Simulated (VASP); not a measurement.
# Pb8SO15 (a cell with a defect) (PbO2) in VASP: further runs, part 2 of 2

VASP 6.6.1.

**3. Electric field gradients, PBE**

Contents of INCAR:

```
ALGO     = Fast           # electronic algorithm
EDIFF    = 1E-8           # SCF threshold, eV
ENCUT    = 520            # plane-wave cutoff, eV
GGA      = PE             # functional
ISIF     = 2              # what is computed and relaxed
ISMEAR   = -1             # smearing method
ISYM     = 0            
LASPH    = T              # aspherical terms in the spheres
LCHARG   = F              # write CHGCAR
LEFG     = T            
LREAL    = Auto         
LWAVE    = F              # write WAVECAR
NBANDS   = 122            # bands
NELM     = 100            # most SCF steps
PREC     = Accurate       # precision mode
SIGMA    = 0.01           # smearing width, eV
```

Contents of KPOINTS:

```
k-points
0
Gamma
  3 3 3
```

Contents of POSCAR:

```
Pb8SO15
1.0
    0.0000000000      5.1400000000      5.1400000000
    5.1400000000      0.0000000000      5.1400000000
    5.1400000000      5.1400000000      0.0000000000
Pb S O
8 1 15
Direct
    0.0000000000      0.0000000000      0.0000000000
    0.0000000000      0.0000000000      0.5000000000
    0.0000000000      0.5000000000      0.0000000000
    0.0000000000      0.5000000000      0.5000000000
    0.5000000000      0.0000000000      0.0000000000
    0.5000000000      0.0000000000      0.5000000000
    0.5000000000      0.5000000000      0.0000000000
    0.5000000000      0.5000000000      0.5000000000
    0.1250000000      0.1250000000      0.1250000000
    0.1250000000      0.1250000000      0.6250000000
    0.1250000000      0.6250000000      0.1250000000
    0.1250000000      0.6250000000      0.6250000000
    0.6250000000      0.1250000000      0.1250000000
    0.6250000000      0.1250000000      0.6250000000
    0.6250000000      0.6250000000      0.1250000000
    0.6250000000      0.6250000000      0.6250000000
    0.3750000000      0.3750000000      0.3750000000
    0.3750000000      0.3750000000      0.8750000000
    0.3750000000      0.8750000000      0.3750000000
    0.3750000000      0.8750000000      0.8750000000
    0.8750000000      0.3750000000      0.3750000000
    0.8750000000      0.3750000000      0.8750000000
    0.8750000000      0.8750000000      0.3750000000
    0.8750000000      0.8750000000      0.8750000000
```

Potentials or basis: VASP PAW PBE potentials, release 64 (Pb_d, S, O).

Started as:

```
$ cat potpaw_PBE.64/Pb_d/POTCAR potpaw_PBE.64/S/POTCAR potpaw_PBE.64/O/POTCAR > POTCAR
$ mpirun -np 1 vasp_std > vasp.out
```

OUTCAR:

```text
EDIFF = 1E-8
   ENCUT = 520
   GGA = PE
   ISIF = 2
   ISMEAR = -1
   ISYM = 0
   LASPH = T
   LREAL = Auto
   NELM = 100
   PREC = Accurate

 ion  position               nearest neighbor table
   1  0.000  0.000  0.000-   9 2.23  10 2.23  11 2.23  13 2.23  20 2.23  22 2.23  23 2.23  24 2.23
                             5 3.63   2 3.63   3 3.63   2 3.63   4 3.63   6 3.63   3 3.63   4 3.63
   2  0.000  0.000  0.500-   9 2.23  10 2.23  12 2.23  14 2.23  19 2.23  21 2.23  23 2.23  24 2.23
                             6 3.63   1 3.63   4 3.63   1 3.63   3 3.63   5 3.63   3 3.63   4 3.63
   3  0.000  0.500  0.000-   9 2.23  11 2.23  12 2.23  15 2.23  18 2.23  21 2.23  22 2.23  24 2.23
                             7 3.63   1 3.63   4 3.63   2 3.63   4 3.63   8 3.63   1 3.63   2 3.63
   4  0.000  0.500  0.500-  10 2.23  11 2.23  12 2.23  16 2.23  17 2.23  21 2.23  22 2.23  23 2.23
                             8 3.63   2 3.63   3 3.63   1 3.63   3 3.63   7 3.63   1 3.63   2 3.63
   5  0.500  0.000  0.000-   9 2.23  13 2.23  14 2.23  15 2.23  18 2.23  19 2.23  20 2.23  24 2.23
[... 1965 lines left out ...]
 ion       V_xx      V_yy      V_zz     asymmetry (V_yy - V_xx)/ V_zz
----------------------------------------------------------------------
   1     136.542   136.542  -273.083       0.000
   2     136.542   136.542  -273.084       0.000
   3     136.542   136.542  -273.084       0.000
   4       3.996     3.996    -7.992       0.000
   5     136.542   136.542  -273.084       0.000
   6       3.996     3.996    -7.992       0.000
[... 16 lines left out ...]
  23      11.844     3.684   -15.528       0.526
  24      -0.002    -0.002     0.003       0.006
----------------------------------------------------------------------

           NMR quadrupolar parameters

 Cq : quadrupolar parameter    Cq=e*Q*V_zz/h
 eta: asymmetry parameters     (V_yy - V_xx)/ V_zz
 Q  : nuclear electric quadrupole moment in mb (millibarn)
----------------------------------------------------------------------
 ion       Cq(MHz)       eta       Q (mb)
----------------------------------------------------------------------
   1      -0.660       0.000       1.000
   2      -0.660       0.000       1.000
   3      -0.660       0.000       1.000
   4      -0.019       0.000       1.000
   5      -0.660       0.000       1.000
   6      -0.019       0.000       1.000
[... 16 lines left out ...]
  23      -0.038       0.526       1.000
  24       0.000       0.006       1.000
----------------------------------------------------------------------
```

OSZICAR:

```text
N       E                     dE             d eps       ncg     rms          rms(c)
DAV:   1     0.369452493587E+04    0.36945E+04   -0.94842E+04  3432   0.225E+03
DAV:   2     0.703455088576E+03   -0.29911E+04   -0.28891E+04  3584   0.695E+02
DAV:   3    -0.481236251490E+02   -0.75158E+03   -0.70358E+03  3718   0.331E+02
[... 14 lines left out ...]
RMM:  18    -0.112405035101E+03   -0.38063E-06   -0.38583E-06  5043   0.498E-03    0.146E-03
RMM:  19    -0.112405035270E+03   -0.16838E-06   -0.58881E-07  4809   0.261E-03    0.609E-04
RMM:  20    -0.112405035320E+03   -0.50826E-07   -0.21550E-07  4229   0.141E-03    0.424E-04
RMM:  21    -0.112405035299E+03    0.21289E-07   -0.46936E-08  3196   0.804E-04    0.152E-04
RMM:  22    -0.112405035298E+03    0.10332E-08   -0.12299E-08  2483   0.485E-04
   1 F= -.11240504E+03 E0= -.11240376E+03  d E =-.255793E-02
```

Wall time 33 min (1 thread of Intel Xeon Platinum 8559C (Emerald Rapids), shared host); peak memory 0.55 GiB.

Results:

- Free energy: -112.4050 eV
- Pressure: 43.3 GPa
- Largest force: 5.760 eV/Å
- Band gap on the k mesh: none (metal or under the smearing width)

Forces on the atoms (eV/Å):
```
Pb  -3.326 -3.326 -3.326
Pb   3.326  3.326 -3.326
Pb   3.326 -3.326  3.326
Pb   0.138 -0.138 -0.138
Pb  -3.326  3.326  3.326
Pb  -0.138  0.138 -0.138
Pb  -0.138 -0.138  0.138
Pb   0.138  0.138  0.138
S    0.000  0.000  0.000
O    0.000  0.000 -0.064
O    0.000 -0.064  0.000
O    0.064  0.000  0.000
O   -0.064  0.000  0.000
O    0.000  0.064  0.000
O    0.000  0.000  0.064
O    0.000  0.000  0.000
O    0.000  0.000  0.000
O    0.000  0.000  0.909
O    0.000  0.909  0.000
O   -0.909  0.000  0.000
O    0.909  0.000  0.000
O    0.000 -0.909  0.000
O    0.000  0.000 -0.909
O    0.000  0.000  0.000
```

Electric field gradients, principal values (V/Å²):
```tsv
atom	Vxx	Vyy	Vzz
1 Pb	136.542	136.542	-273.083
2 Pb	136.542	136.542	-273.084
3 Pb	136.542	136.542	-273.084
4 Pb	3.996	3.996	-7.992
5 Pb	136.542	136.542	-273.084
6 Pb	3.996	3.996	-7.992
7 Pb	3.996	3.996	-7.992
8 Pb	3.996	3.996	-7.992
9 S	-0.001	-0.001	0.002
10 O	-0.819	-4.625	5.443
11 O	-0.819	-4.625	5.443
12 O	-0.822	-4.621	5.443
13 O	-0.819	-4.625	5.443
14 O	-0.822	-4.621	5.443
15 O	-0.822	-4.621	5.443
16 O	-0.002	-0.002	0.003
17 O	-0.002	-0.002	0.003
18 O	3.680	11.847	-15.528
19 O	3.680	11.847	-15.528
20 O	3.684	11.844	-15.528
21 O	3.680	11.847	-15.528
22 O	3.684	11.844	-15.528
23 O	3.684	11.844	-15.528
24 O	-0.002	-0.002	0.003
```

Caveat: a pressure of tens of GPa on the cell as given is suspect, and the run, the potentials or the cell itself is likely at fault.
